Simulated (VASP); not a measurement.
# SiF: single point with PBE

The system is SiF.

```
Si F
1.0
     3.02860    0.00000    0.00000
     0.00000    3.02860    0.00000
     0.00000    0.00000    3.02860
Si F
1 1
Cartesian
  1.5143 1.5143 1.5143
  0.0000 0.0000 0.0000
```

The cell was built by a generator and needn't be a form met in nature.

The cell isn't the ideal one: random cell by space group and Wyckoff sites (Pm-3m, No. 221).

- Program: VASP 6.6.1
- Task: single point
- Functional: PBE
- Potentials or basis: VASP PAW PBE potentials, release 64 (Si, F)
- Cutoff: 520 eV
- k mesh: 18 × 18 × 18
- Occupations: gaussian, width 0.1 eV
- Spin: no spin polarisation

```yaml
Pressure: -0.2 GPa
Band_gap_on_the_k_mesh: none (metal or under the smearing width)
```

Levels at points of the mesh, in eV from the Fermi level:
| k point | band 2 | band 3 | band 4 | band 5 | band 6 | band 7 | band 8 | band 9 |
| --- | --- | --- | --- | --- | --- | --- | --- | --- |
| (0.00, 0.00, 0.00) | -8.98 | -5.20 | -5.20 | -5.20 | 5.15 | 5.15 | 5.15 | 5.83 |
| (0.50, 0.00, 0.00) | -9.78 | -4.86 | -4.86 | -2.63 | -2.58 | 5.01 | 5.01 | 7.78 |
| (0.50, 0.50, 0.00) | -7.15 | -7.15 | -5.76 | -4.66 | 0.91 | 0.91 | 6.21 | 6.55 |
| (0.50, 0.50, 0.50) | -6.04 | -6.04 | -6.04 | -2.91 | -0.93 | -0.93 | -0.93 | 9.13 |

Run time: 39 s on 1 thread of Intel(R) Xeon(R) Platinum 8488C (Sapphire Rapids) (shared host), peak memory 0.18 GiB.

Caveat: an odd number of electrons without spin polarisation forces a metal; a magnetic or distorted state may lie lower.
